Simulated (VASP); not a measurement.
Consider the following.

```
CELL_PARAMETERS angstrom
     -1.88928     1.88928     4.41831
      1.88928    -1.88928     4.41831
      1.88928     1.88928    -4.41831
ATOMIC_POSITIONS crystal
  Li 0.25000 0.75000 0.50000
  Mg 0.75000 0.25000 0.50000
  B  0.50000 0.50000 0.00000
  N  0.65196 0.65196 0.00000
  N  0.34804 0.34804 0.00000
```

Calculation: PBEsol GGA, VASP's PBE PAW potentials (set 64) (plane waves; VASP 6.6.1). Settings: 520 eV cut-off, 9×9×9 Γ-centred mesh, tetrahedra with Blöchl corrections, potentials Li_sv Mg B N.

Estimate the energy per atom (σ→0).

```
Property                       Result
---------------------  --------------
energy per atom (σ→0)  -6.537 eV/atom
```

Total energies compare only between runs with the same potentials, cut-off and functional.

The structure comes from a computed database's LiMgBN2 entry (I-4m2); how it stands against other phases isn't given here. It was relaxed first.
